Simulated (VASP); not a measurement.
# RPA total energies of BP, part 2 of 2

Aim: total energies of BP from exact exchange and RPA correlation, beside cheaper functionals. The scan starts from a database cell scaled to its smallest volume. The cell is of the zinc-blende type. The start is a cell from a database of measured crystal structures.

VASP 6.6.1, plane waves and PAW; the level of theory is named at each step.

So far. Step 27 (Comparison: r2SCAN, volume ratio 1.03): Its energy is -8.6278 eV an atom, on a zero of its own. Step 28 (Orbitals for comparison: HSE06, volume ratio 1.03): The run ends at a pressure of -3.38 GPa.

**29. Comparison: HSE06, volume ratio 1.03**

This step: HSE06; plane waves and PAW (P_GW, B_GW) (VASP 6.6.1).

The input, INCAR:

```
SYSTEM = BP
PREC = Accurate
ENCUT = 440
EDIFF = 1E-06
NELM = 100
ISMEAR = 0
SIGMA = 0.05
LREAL = .FALSE.
ALGO = Normal
LHFCALC = .TRUE.
AEXX = 0.25
GGA = PE
HFSCREEN = 0.2
LASPH = .TRUE.
NBANDS = 10
PRECFOCK = Fast
LWAVE = .FALSE.
LCHARG = .FALSE.
KPAR = 8
```

The input, POSCAR:

```
BP
1.0
    0.0000000000      2.2914668077      2.2914668077
    2.2914668077      0.0000000000      2.2914668077
    2.2914668077      2.2914668077      0.0000000000
P B
1 1
Direct
    0.7500000000      0.7500000000      0.7500000000
    0.0000000000      0.0000000000      0.0000000000
```

The input, KPOINTS:

```
Automatic mesh
0
Gamma
6 6 6
0 0 0
```

Potentials, in the order of the species: P_GW and B_GW (PBE family, release 64).

The run starts from files that an earlier step left in the folder.

Run with:

```console
$ mpirun -np 8 vasp_std
```

Wall time 13 s (8 MPI ranks of Intel Xeon 6975P-C (Granite Rapids), shared host); peak memory 1.8 GiB.

Its energy is -7.4071 eV an atom, on a zero of its own.

**30. Orbitals, volume ratio 1.06**

This step: PBE; plane waves and PAW (P_GW, B_GW) (VASP 6.6.1).

The same chain follows at a volume ratio of 1.06.

The input, INCAR:

```
SYSTEM = BP
PREC = Accurate
ENCUT = 440
EDIFF = 1E-08
NELM = 100
ISMEAR = 0
SIGMA = 0.05
LREAL = .FALSE.
ALGO = Normal
GGA = PE
NBANDS = 10
LORBIT = 11
LWAVE = .TRUE.
LCHARG = .FALSE.
KPAR = 8
```

The input, POSCAR:

```
BP
1.0
    0.0000000000      2.3135014941      2.3135014941
    2.3135014941      0.0000000000      2.3135014941
    2.3135014941      2.3135014941      0.0000000000
P B
1 1
Direct
    0.7500000000      0.7500000000      0.7500000000
    0.0000000000      0.0000000000      0.0000000000
```

KPOINTS is that of step 29.

Run with:

```console
$ mpirun -np 8 vasp_std
```

It took 1.4 s on 8 MPI ranks; peak memory 1 GiB; 6.3 s of CPU time.

The run ends at a pressure of -7.44 GPa.

**31. Exact exchange, volume ratio 1.06**

This step: Hartree-Fock energy on PBE orbitals; plane waves and PAW (P_GW, B_GW) (VASP 6.6.1).

The input, INCAR:

```
SYSTEM = BP
PREC = Accurate
ENCUT = 440
ISMEAR = 0
SIGMA = 0.05
LREAL = .FALSE.
GGA = PE
NBANDS = 10
ALGO = Eigenval
NELM = 1
LHFCALC = .TRUE.
AEXX = 1
ALDAC = 0
AGGAC = 0
PRECFOCK = Normal
LWAVE = .FALSE.
LCHARG = .FALSE.
```

POSCAR is that of step 30.

KPOINTS is that of step 30.

The run starts from files that an earlier step left in the folder.

Run with:

```console
$ mpirun -np 8 vasp_std
```

Elapsed: 11 s, on 8 MPI ranks; peak memory 0.86 GiB; 72 s of CPU time.

The Hartree-Fock energy on these orbitals is -10.4529 eV an atom.

**32. Empty bands, volume ratio 1.06**

This step: PBE; plane waves and PAW (P_GW, B_GW) (VASP 6.6.1).

The input, INCAR:

```
SYSTEM = BP
PREC = Accurate
ENCUT = 440
ISMEAR = 0
SIGMA = 0.05
LREAL = .FALSE.
GGA = PE
NBANDS = 528
ALGO = Exact
NELM = 1
LWAVE = .TRUE.
LCHARG = .FALSE.
LOPTICS = .TRUE.
NEDOS = 1000
CSHIFT = 0.1
```

POSCAR is that of step 31.

KPOINTS is that of step 31.

Run with:

```console
$ mpirun -np 8 vasp_std
```

Run time: 2.8 s. Hardware: 8 MPI ranks; peak memory 0.98 GiB; 15 s of CPU time.

**33. RPA correlation, volume ratio 1.06**

This step: RPA correlation on PBE orbitals; plane waves and PAW (P_GW, B_GW) (VASP 6.6.1).

The input, INCAR:

```
SYSTEM = BP
PREC = Accurate
ENCUT = 440
ISMEAR = 0
SIGMA = 0.05
LREAL = .FALSE.
GGA = PE
NBANDS = 528
ALGO = ACFDT
ENCUTGW = 200
NOMEGA = 12
PRECFOCK = Fast
LWAVE = .FALSE.
LCHARG = .FALSE.
```

POSCAR is that of step 32.

KPOINTS is that of step 32.

Run with:

```console
$ mpirun -np 8 vasp_std
```

Wall time 64 s (8 MPI ranks); peak memory 2.3 GiB.

The correlation energy is -6.5232 eV an atom, +6 meV against the point before. With exact exchange the total is -16.9760 eV an atom.

**34. Comparison: r2SCAN, volume ratio 1.06**

This step: r2SCAN; plane waves and PAW (P_GW, B_GW) (VASP 6.6.1).

The input, INCAR:

```
SYSTEM = BP
PREC = Accurate
ENCUT = 440
EDIFF = 1E-06
NELM = 100
ISMEAR = 0
SIGMA = 0.05
LREAL = .FALSE.
ALGO = Normal
METAGGA = R2SCAN
LASPH = .TRUE.
NBANDS = 10
LWAVE = .FALSE.
LCHARG = .FALSE.
KPAR = 8
```

POSCAR is that of step 33.

KPOINTS is that of step 33.

Run with:

```console
$ mpirun -np 8 vasp_std
```

It took 6.4 s on 8 MPI ranks; peak memory 0.99 GiB; 38 s of CPU time.

Its energy is -8.6123 eV an atom, on a zero of its own.

**35. Orbitals for comparison: HSE06, volume ratio 1.06**

This step: PBE; plane waves and PAW (P_GW, B_GW) (VASP 6.6.1).

The input, INCAR:

```
SYSTEM = BP
PREC = Accurate
ENCUT = 440
EDIFF = 1E-05
NELM = 100
ISMEAR = 0
SIGMA = 0.05
LREAL = .FALSE.
ALGO = Normal
GGA = PE
NBANDS = 10
LORBIT = 11
LWAVE = .TRUE.
LCHARG = .FALSE.
KPAR = 8
```

POSCAR is that of step 34.

KPOINTS is that of step 34.

Run with:

```console
$ mpirun -np 8 vasp_std
```

It took 2 s on 8 MPI ranks; peak memory 1 GiB; 8.2 s of CPU time.

The run ends at a pressure of -7.41 GPa.

**36. Comparison: HSE06, volume ratio 1.06**

This step: HSE06; plane waves and PAW (P_GW, B_GW) (VASP 6.6.1).

The input, INCAR:

```
SYSTEM = BP
PREC = Accurate
ENCUT = 440
EDIFF = 1E-06
NELM = 100
ISMEAR = 0
SIGMA = 0.05
LREAL = .FALSE.
ALGO = Normal
LHFCALC = .TRUE.
AEXX = 0.25
GGA = PE
HFSCREEN = 0.2
LASPH = .TRUE.
NBANDS = 10
PRECFOCK = Fast
LWAVE = .FALSE.
LCHARG = .FALSE.
KPAR = 8
```

POSCAR is that of step 35.

KPOINTS is that of step 35.

The WAVECAR or CHGCAR of an earlier step is read.

Run with:

```console
$ mpirun -np 8 vasp_std
```

Wall time 24 s (8 MPI ranks); peak memory 1.8 GiB.

Its energy is -7.3885 eV an atom, on a zero of its own.

**37. Summary**

This step: exact exchange and RPA correlation on PBE orbitals, beside r2SCAN, beside HSE06; plane waves and PAW (VASP 6.6.1).

Derived from the runs above.

This step gave:

```yaml
equilibrium_volume_exx_rpa: 11.68 Å³/atom
bulk_modulus: 171.0 GPa
```

Energy above the lowest point against volume; values in meV/atom:

| volume (Å³/atom) | PBE | EXX | EXX+RPA | r2SCAN | HSE06 |
| --- | --- | --- | --- | --- | --- |
| 10.981 | 29.9 | 45.7 | 24.4 | 22.9 | 16.9 |
| 11.331 | 8.60 | 16.6 | 5.63 | 5.06 | 2.06 |
| 11.682 | 0 | 1.96 | 0 | 0 | 0 |
| 12.032 | 2.34 | 0 | 5.47 | 5.95 | 8.97 |
| 12.383 | 14.2 | 9.15 | 20.7 | 21.5 | 27.5 |

Cost is wall time times ranks on a shared host; the RPA row holds all its steps. Fits of the equation of state:

```
  level  V0 (Å³/atom)  B0 (GPa)  fit error (meV/atom)  minimum inside the series  cost a point (core minutes)
    PBE         11.78     161.7              0.004585                        yes                         0.19
    EXX         11.91       180              0.007534                        yes                         1.52
EXX+RPA         11.68       171               0.02146                        yes                         8.84
 r2SCAN         11.66     169.1              0.005485                        yes                         0.55
  HSE06         11.57     174.8              0.005729                        yes                         1.88
```

**38. What came out**

```
PBE     : V0 11.78 Å³/atom, B0 162 GPa
EXX     : V0 11.91 Å³/atom, B0 180 GPa
EXX+RPA : V0 11.68 Å³/atom, B0 171 GPa
r2SCAN  : V0 11.66 Å³/atom, B0 169 GPa
HSE06   : V0 11.57 Å³/atom, B0 175 GPa
```

In words: Exact exchange with RPA correlation puts the minimum at 11.68 Å³ an atom, with a bulk modulus of 171 GPa. PBE puts the volume 0.86 % above EXX+RPA, at roughly 1/47 of its cost. r2SCAN puts the volume 0.14 % below EXX+RPA, at roughly 1/16 of its cost. HSE06 puts the volume 0.93 % below EXX+RPA, at roughly 1/5 of its cost. Correlation shrinks the exact-exchange volume by 2.0 %. Neither mesh nor response cutoff was varied, so differences in volume under about 1 % aren't resolved. Exact exchange and correlation are taken on one coarse mesh and aren't self-consistent; the correlation energy is extrapolated in the response cutoff by the program, which at the first volume adds -329 meV an atom to the value at the highest cutoff and varies with the volume; a small fit error says nothing about that part. NBANDS follows the largest plane-wave count of any k point, which rises in steps with the volume. The cheaper functionals share the mesh. Not tabulated here, as repeats of values shown or as unfit to read for their mesh, reference level or band range: eps2 curves (empty bands); eps1 curves and static values (empty bands); gaps (empty bands).

[Long decimals in the printed logs are rounded to 6 places.]

[Lines on the potential files, build, host, timing and source positions are cut from VASP's logs without a mark.]

[Logs are printed without paths, hosts, clocks, repeated set-up lines and the standing remarks that a program may print on its own settings, such as how far it seeks lower states.]

[Hosts, paths, dates, database ids (printed as entryN), source tags and the programs' standing remarks are cut or masked in the printed files.]

[Measured values are set beside computed ones only where the two were judged alike; some that the calculation misses by far are left out.]

[Pressures printed for these runs are not shown converged in the cutoff: they can be off by several GPa and have the wrong sign.]
